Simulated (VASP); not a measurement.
An input for Quantum ESPRESSO's pw.x (written as the equivalent of a VASP run, and not itself run):

```
&CONTROL
  calculation = 'vc-relax'
  pseudo_dir = './pseudo'
  outdir = './out'
  tprnfor = .true.
  tstress = .true.
  nstep = 60
  forc_conv_thr = 0.00078
/
&SYSTEM
  ibrav = 0
  nat = 3
  ntyp = 2
  ecutwfc = 86
  occupations = 'smearing'
  smearing = 'gaussian'
  degauss = 0.003675
  input_dft = 'pbe'
  vdw_corr = 'grimme-d3'
  dftd3_version = 4
  dftd3_threebody = .false.
/
&ELECTRONS
  conv_thr = 7.3e-08
  electron_maxstep = 100
/
&IONS
/
&CELL
  cell_dofree = 'shape'
/
ATOMIC_SPECIES
  Se 78.971 Se.upf
  Pt 195.084 Pt.upf
CELL_PARAMETERS angstrom
     3.7165350    0.0000000    0.0000000
    -1.8582675    3.2186139    0.0000000
    -0.0000000    0.0000000   18.7257534
ATOMIC_POSITIONS crystal
  Se   0.6666670  0.3333330  0.4295260
  Se   0.3333330  0.6666670  0.5704740
  Pt   0.0000000  0.0000000  0.5000000
K_POINTS automatic
  6 6 1 0 0 0
```

**Question.** Translate this input to VASP (INCAR, KPOINTS, POSCAR, choice of POTCAR).

**Answer.** Several could match; the one computed here: 
KPOINTS:
```
Automatic mesh
0
Gamma
6 6 1
0 0 0
```

### POSCAR
```
PtSe2 monolayer
1.0
  3.7165349539   0.0000000000   0.0000000000
 -1.8582674769   3.2186139277   0.0000000000
  0.0000000000   0.0000000000  18.7257533601
Se Pt
2 1
Direct
  0.6666670000   0.3333330000   0.4295259959
  0.3333330000   0.6666670000   0.5704740041
  0.0000000000   0.0000000000   0.5000000000
```

**INCAR**
```
SYSTEM = PtSe2 monolayer
LCHARG = .False.
LREAL = .False.   ! projection in real space or not
ISMEAR = 0   ! Gaussian
ISIF = 4   ! ions and shape, fixed volume
IBRION = 2
SIGMA = 0.05   ! width (eV)
LASPH = .True.
NSW = 60
LWAVE = .False.
IVDW = 12   ! D3, Becke-Johnson
EDIFF = 1E-6   ! SCF stop (eV)
PREC = Accurate
EDIFFG = -0.02   ! ionic stop
GGA = PE   ! PBE
ENCUT = 400   ! plane-wave cut-off (eV)
NELM = 100
LMAXMIX = 6   ! l cut-off of mixed one-centre charges
ALGO = Normal
```

POTCAR, in this order: Se Pt (PBE.64 set). Program: vasp_std.

Limits of the translation: the potentials are each code's own (VASP's PAW set, PseudoDojo norm-conserving files in pw.x), so ENCUT and ecutwfc are chosen apart and not converted; conv_thr bounds pw.x's estimated SCF error, while EDIFF bounds the energy change between steps; forc_conv_thr acts on force components and is met together with etot_conv_thr.

The cell is a sheet with vacuum, built from a generated structure.
